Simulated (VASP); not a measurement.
Here is the system:

```yaml
crystal:
  lattice:
    - [0.00000, 2.23005, 2.23005]
    - [2.23005, 0.00000, 2.23005]
    - [2.23005, 2.23005, 0.00000]
  atoms:
    - { symbol: Hf, position: [0.00000, 0.00000, 0.00000] }
    - { symbol: N, position: [0.50000, 0.50000, 0.50000] }
```

All values below come from revPBE GGA, VASP's PBE PAW potentials (set 64) (plane waves; VASP). Run with 520 eV cut-off, 14×14×14 Γ-centred mesh, first-order Methfessel-Paxton smearing of 0.10 eV, potentials Hf_pv N.

**Question.** Give the stress tensor in GPa (positive for a compressed cell).

**Answer.** 
```
18.41   0.00   0.00
 0.00  18.41   0.00
 0.00   0.00  18.41
```
The pressure is its mean diagonal, 18.41 GPa.

The compound is HfN in the rock salt structure. This cell is one point of a volume scan, at 0.94 of the reference volume. The electron count is odd and the run is not spin-polarised, which forces a metal.
